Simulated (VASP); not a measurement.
Here is the system:

```
BiGa
1.0
    0.00000     3.12980     3.12980
    3.12980     0.00000     3.12980
    3.12980     3.12980     0.00000
Bi Ga
1 1
Direct
  0.25000   0.25000   0.25000
  0.00000   0.00000   0.00000
```

The numbers are results of LDA (Ceperley-Alder, Perdew-Zunger), VASP's LDA PAW potentials (set 64) (plane waves; VASP), not measurements. Settings: 400 eV cut-off, 11×11×11 Γ-centred mesh, tetrahedra with Blöchl corrections, potentials Bi_d Ga_d.

Unless said otherwise, spin-orbit coupling is left out, though it shifts the bands of the heavy elements here.

Q: Predict the energy per atom (σ→0), band gap (on the k-mesh) with the smallest direct gap where there is one.

A: 
| Property | Result |
|---|---|
| band gap (on the k-mesh) | none (metal, semimetal or under 0.01 eV) |
| energy per atom (σ→0) | -4.032 eV/atom |

Only differences to runs with the same potentials and settings are physical.

The structure was generated: GaBi was put into the zincblende type (F-43m), which need not be its known phase. It was relaxed first, which changed the volume by -8 %.
